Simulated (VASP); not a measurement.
Here is the system:

```xyz
1
Lattice="0.0000 2.0856 2.0856 2.0856 0.0000 2.0856 2.0856 2.0856 0.0000" Properties=species:S:1:pos:R:3 pbc="T T T"
Au     0.0000     0.0000     0.0000
```

All values below come from LDA (Ceperley-Alder, Perdew-Zunger), VASP's LDA PAW potentials (set 64) (plane waves; VASP). Run with 400 eV cut-off, 14×14×14 Γ-centred mesh, first-order Methfessel-Paxton smearing of 0.10 eV, potentials Au.

Energy and stress use the plane-wave basis of the starting cell.

Question: The ions, cell shape and volume are relaxed. What does this cell relax into?

Answer: 
```xyz
1
Lattice="0.0000 2.0261 2.0261 2.0261 0.0000 2.0261 2.0261 2.0261 0.0000" Properties=species:S:1:pos:R:3 pbc="T T T"
Au     0.0000     0.0000     0.0000
```
Space group Fm-3m (225), at a tolerance of 0.03 Å.

Question: How do energy and volume change from the first to the last step?

Answer: The energy (σ→0) changes by -69.0 meV/atom and the volume by -8.3 %, in 7 ionic steps.

```csv
step,E(σ→0) (eV),max force (eV/Å),pressure (GPa),volume (Å³)
1,-4.3747,0.000,-13.25,18.14
2,-4.2138,0.000,39.78,14.48
3,-4.4435,0.000,-0.63,16.69
4,-4.4436,0.000,-0.19,16.65
5,-4.4436,0.000,0.16,16.62
6,-4.4436,0.000,-0.20,16.65
7,-4.4436,0.000,-0.02,16.63
```

The structure comes from a computed database's Au entry (Fm-3m); how it stands against other phases isn't given here. This run relaxes it. Symmetry was kept, so distortions that lower it aren't found.
